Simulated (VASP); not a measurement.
An input for Quantum ESPRESSO's pw.x (written as the equivalent of a VASP run, and not itself run):

```
&CONTROL
  calculation = 'scf'
  pseudo_dir = './pseudo'
  outdir = './out'
  tprnfor = .true.
  tstress = .true.
/
&SYSTEM
  ibrav = 0
  nat = 1
  ntyp = 1
  ecutwfc = 82
  occupations = 'smearing'
  smearing = 'gaussian'
  degauss = 0.009996
  input_dft = 'pbe'
/
&ELECTRONS
  conv_thr = 7.3e-08
  electron_maxstep = 100
/
ATOMIC_SPECIES
  Pd 106.420 Pd.upf
CELL_PARAMETERS angstrom
     0.0000000    1.9298290    1.9298290
     1.9298290    0.0000000    1.9298290
     1.9298290    1.9298290    0.0000000
ATOMIC_POSITIONS crystal
  Pd   0.0000000  0.0000000  0.0000000
K_POINTS automatic
  15 15 15 0 0 0
```

Problem. Write the VASP files for the same calculation (PBE).

Solution. One answer among several that fit: 
### KPOINTS
```
Automatic mesh
0
Gamma
15 15 15
0 0 0
```

**INCAR**
```
SYSTEM=Pd
PREC=Accurate; ENCUT=300; LREAL=F
LASPH=T
EDIFF=1E-6; NELM=100; ALGO=Normal
LMAXMIX=4
ISMEAR=0; SIGMA=0.136
GGA=PE
ISIF=2
LWAVE=F; LCHARG=F
```

POSCAR:
```
Pd
1.0
  0.0000000000   1.9298290000   1.9298290000
  1.9298290000   0.0000000000   1.9298290000
  1.9298290000   1.9298290000   0.0000000000
Pd
1
Cartesian
  0.0000000000   0.0000000000   0.0000000000
```

POTCAR, in this order: Pd (PBE.64 set). Program: vasp_std.

Limits of the translation: the potentials are each code's own (VASP's PAW set, PseudoDojo norm-conserving files in pw.x), so ENCUT and ecutwfc are chosen apart and not converted; conv_thr bounds pw.x's estimated SCF error, while EDIFF bounds the energy change between steps.

The structure is a typed Pd crystal (Fm-3m). The cell was not relaxed at this level.
